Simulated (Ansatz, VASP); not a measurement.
# Cross-check of V2O5 between VASP and Ansatz, part 2 of 2

Aim: how closely do two programs agree when they are given the same cell, functional and k mesh?

VASP 6.6.1 and Ansatz 0.2.0.

So far. Step 2 (Ansatz: single point, LDA): The run ends at a pressure of -5.89 GPa, with forces up to 0.27 eV/Å.

**3. VASP: single point, LDA (continued)**

Level of this step: LDA, no spin polarisation; plane waves and PAW (V_sv, O) (VASP).

Numbers of over 12 decimals in the logs are rounded to 6 here.

From OUTCAR (step 3):

```text
ion  position               nearest neighbor table
   1  0.500  0.649  0.892-  11 1.58   5 1.78  10 1.88  10 1.88   7 2.02
   2  0.500  0.351  0.892-  12 1.58   5 1.78   9 1.88   9 1.88   8 2.02
   3  0.000  0.149  0.108-  13 1.58   6 1.78   8 1.88   8 1.88   9 2.02
   4  0.000  0.851  0.108-  14 1.58   6 1.78   7 1.88   7 1.88  10 2.02
   5  0.500  0.500  0.001-   1 1.78   2 1.78
   6  0.000  0.000  0.999-   3 1.78   4 1.78
   7  0.500  0.819  0.003-   4 1.88   4 1.88   1 2.02
   8  0.500  0.181  0.003-   3 1.88   3 1.88   2 2.02
   9  0.000  0.319  0.997-   2 1.88   2 1.88   3 2.02
  10  0.000  0.681  0.997-   1 1.88   1 1.88   4 2.02
  11  0.500  0.646  0.531-   1 1.58
  12  0.500  0.354  0.531-   2 1.58
  13  0.000  0.146  0.469-   3 1.58
  14  0.000  0.854  0.469-   4 1.58

  LATTYP: Found a simple orthorhombic cell.
 ALAT       =     3.5640000000
 B/A-ratio  =     1.2255892256
 C/A-ratio  =     3.2300785634

 Subroutine GETGRP returns: Found  8 space group operations
 (whereof  4 operations were pure point group operations)

The static configuration has the point symmetry C_2v.
 The point group associated with its full space group is D_2h.

 Found     18 irreducible k-points:

   k-points           NKPTS =     18   k-points in BZ     NKDIM =     18   number of bands    NBANDS=     70

   dimension x,y,z NGX =    28 NGY =   90 NGZ =   32
   dimension x,y,z NGXF=    56 NGYF=  180 NGZF=   64

   ENCUT  =  520.0 eV  38.22 Ry    6.18 a.u.   6.63 21.40  8.12*2*pi/ulx,y,z

   NELECT =     112.0000    total number of electrons

 k-points in reciprocal lattice and weights: Automatic mesh
   0.00000000  0.00000000  0.00000000       0.025
   0.20000000  0.00000000  0.00000000       0.050
   0.40000000  0.00000000  0.00000000       0.050
   0.00000000  0.50000000  0.00000000       0.025
   0.20000000  0.50000000  0.00000000       0.050
   0.40000000  0.50000000  0.00000000       0.050
   0.00000000  0.00000000  0.25000000       0.050
   0.20000000  0.00000000  0.25000000       0.100
   0.40000000  0.00000000  0.25000000       0.100
[...]
0.20000000  0.50000000  0.50000000       0.050
   0.40000000  0.50000000  0.50000000       0.050

 average (electrostatic) potential at core
       1 -79.1863       2 -79.1863       3 -79.1863       4 -79.1863       5 -72.9505
       6 -72.9505       7 -72.9556       8 -72.9556       9 -72.9556      10 -72.9556
      11 -73.1348      12 -73.1348      13 -73.1348      14 -73.1348

 E-fermi :   0.5942

 k-point     1 :       0.0000    0.0000    0.0000
  band No.  band energies     occupation
    ...
     52      -0.5443      2.00000
     53      -0.4394      2.00000
     54      -0.2688      2.00000
     55      -0.1800      2.00000
     56      -0.1205      2.00000
     57       2.2124      0.00000
     58       2.3692      0.00000
     59       3.6986      0.00000
     60       3.7954      0.00000
     61       3.8484      0.00000
    ...

 k-point     2 :       0.2000    0.0000    0.0000
  band No.  band energies     occupation
    ...
     52      -0.2762      2.00000
     53      -0.2325      2.00000
     54      -0.1960      2.00000
     55      -0.0410      2.00000
     56       0.0368      2.00000
     57       2.4294      0.00000
     58       2.6275      0.00000
     59       3.6903      0.00000
     60       3.7442      0.00000
     61       3.7766      0.00000
    ...

 k-point     3 :       0.4000    0.0000    0.0000
  band No.  band energies     occupation
    ...
     52      -0.3904      2.00000
     53      -0.3546      2.00000
     54      -0.1415      2.00000
     55      -0.0402      2.00000
     56       0.0048      2.00000
     57       2.6486      0.00000
     58       2.8313      0.00000
     59       3.4482      0.00000
     60       3.4718      0.00000
     61       3.7857      0.00000
    ...

  Total       -6.6501379     -5.8190138     -0.9013254      0.0000000      0.0000000      0.0000000
  in kB      -59.4525006    -52.0222178     -8.0578851      0.0000000      0.0000000      0.0000000
  external PRESSURE =     -39.8442012 kB  Pullay stress =       0.0000000 kB

  energy-cutoff  :      520.00
  volume of cell :      179.21
      direct lattice vectors                 reciprocal lattice vectors
     3.564000000  0.000000000  0.000000000     0.280583614  0.000000000  0.000000000
     0.000000000 11.512000000  0.000000000     0.000000000  0.086865879  0.000000000
     0.000000000  0.000000000  4.368000000     0.000000000  0.000000000  0.228937729

 POSITION                                       TOTAL-FORCE (eV/Angst)
 -----------------------------------------------------------------------------------
      1.78200      7.46922      3.89495         0.000000     -0.026004      0.676492
      1.78200      4.04278      3.89495         0.000000      0.026004      0.676492
      0.00000      1.71322      0.47305        -0.000000     -0.026004     -0.676492
      0.00000      9.79878      0.47305        -0.000000      0.026004     -0.676492
      1.78200      5.75600      0.00437         0.000000      0.000000     -0.207564
      0.00000      0.00000      4.36363         0.000000      0.000000      0.207564
      1.78200      9.42718      0.01310         0.000000     -0.138200      0.122744
      1.78200      2.08482      0.01310         0.000000      0.138200      0.122744
      0.00000      3.67118      4.35490        -0.000000     -0.138200     -0.122744
      0.00000      7.84082      4.35490         0.000000      0.138200     -0.122744
      1.78200      7.43330      2.31941         0.000000      0.030166     -0.454293
      1.78200      4.07870      2.31941         0.000000     -0.030166     -0.454293
      0.00000      1.67730      2.04859        -0.000000      0.030166      0.454293
      0.00000      9.83470      2.04859         0.000000     -0.030166      0.454293
 -----------------------------------------------------------------------------------
    total drift:                                0.000000      0.000000      0.000000

  FREE ENERGIE OF THE ION-ELECTRON SYSTEM (eV)
  ---------------------------------------------------
  free  energy   TOTEN  =      -128.6981824740 eV

  energy  without entropy=     -128.6981824740  energy(sigma->0) =     -128.69818247

 total charge
# of ion       s       p       d       tot
------------------------------------------
    1        2.375   6.426   3.228  12.029
    2        2.375   6.426   3.228  12.029
    3        2.375   6.426   3.228  12.029
    4        2.375   6.426   3.228  12.029
    5        1.571   3.428   0.000   4.999
    6        1.571   3.428   0.000   4.999
    7        1.557   3.467   0.000   5.024
    8        1.557   3.467   0.000   5.024
    9        1.557   3.467   0.000   5.024
   10        1.557   3.467   0.000   5.024
   11        1.601   3.333   0.000   4.934
   12        1.601   3.333   0.000   4.934
   13        1.601   3.333   0.000   4.934
   14        1.601   3.333   0.000   4.934
--------------------------------------------------
tot         25.274  59.761  12.910  97.944

[... 3 further parts left out ...]
```

This run has no spin polarisation, so a moment on V, if there is one, isn't seen.

**4. Side by side**

Known differences besides the potentials themselves: the two LDA forms differ slightly; the cutoff is 420 eV in Ansatz and 520 eV in VASP; Ansatz makes its cores anew for this functional, VASP keeps those of its PBE data sets; VASP's log shows a relativistic correction to its local exchange, Ansatz's none. Total energies have different zeros and are not compared.

Both answers:

```
                                        quantity  Ansatz   VASP  difference
                                  pressure (GPa)   -5.89  -3.98       -1.90
pressure without Ansatz's Pulay correction (GPa)   -6.82  -3.98       -2.84
                          gap on the k mesh (eV)   1.742  1.716      +0.025
```

Forces on 7 of the 14 atoms, those with the largest forces and the largest differences (eV/Å; atoms numbered as in POSCAR):

```
atom         Ansatz x, y, z           VASP x, y, z
  V1   0.000, -0.110, 0.010   0.000, -0.026, 0.676
  V2    0.000, 0.110, 0.010    0.000, 0.026, 0.676
  V3  0.000, -0.110, -0.010  0.000, -0.026, -0.676
  V4   0.000, 0.110, -0.010   0.000, 0.026, -0.676
 O11    0.000, 0.047, 0.267   0.000, 0.030, -0.454
 O12   0.000, -0.047, 0.267  0.000, -0.030, -0.454
 O13   0.000, 0.047, -0.267    0.000, 0.030, 0.454
```

The forces differ by 305 meV/Å r.m.s., which is 116.2 % of the r.m.s. force of 0.26 eV/Å (both taken over all components). A gap on the mesh is an upper bound, since the band edges may lie between its points. Ansatz's pressure holds a Pulay correction of 0.93 GPa; VASP's holds none.

**5. What the set-up changes**

Further runs change the set-up of one program: Ansatz's method, potentials or start, or VASP's data sets, cutoff or form of LDA. The table gives Ansatz less VASP for each quantity, since a change that brings one quantity closer may part another.

```
                                        run  r.m.s. force difference (meV/Å)  pressure (GPa)  gap on the k mesh (eV)  pressure without Ansatz's Pulay correction (GPa)
                                   as above                              305            -1.9                   0.025                                              -2.8
                       cores kept as stored                              271            -1.6                   0.024                                              -2.5
    Ansatz's larger PAW set (cutoff 930 eV)                              253            -1.5                   0.026                                                  
norm-conserving potentials (cutoff 1143 eV)                              269            -2.0                   0.041
```

**6. Outcome**

* r.m.s. force difference (single point, LDA): 116 % of the r.m.s. force
* difference in pressure (single point, LDA): -1.9 GPa

The r.m.s. force difference is 116 % of the r.m.s. force (single point, LDA), beyond the 3 % picked in this series as the mark of a large difference. By the marks of this series, far apart in the single point, LDA pair: the r.m.s. force difference, 116 % of the r.m.s. force and the difference in pressure, -1.9 GPa. Single point, LDA, norm-conserving potentials (cutoff 1143 eV): the difference in gap on the k mesh goes from 0.025 to 0.041 eV. Such differences can come from data sets, numerical settings and the points named under the comparisons, not from the functional's error against experiment.

[Lines on the potential files, build, host, timing and source positions are cut from VASP's logs without a mark.]

[Logs are printed without paths, hosts, clocks, repeated set-up lines and the standing remarks that a program may print on its own settings, such as how far it seeks lower states.]

[Hosts, paths, dates, database ids (printed as entryN), source tags and the programs' standing remarks are cut or masked in the printed files.]
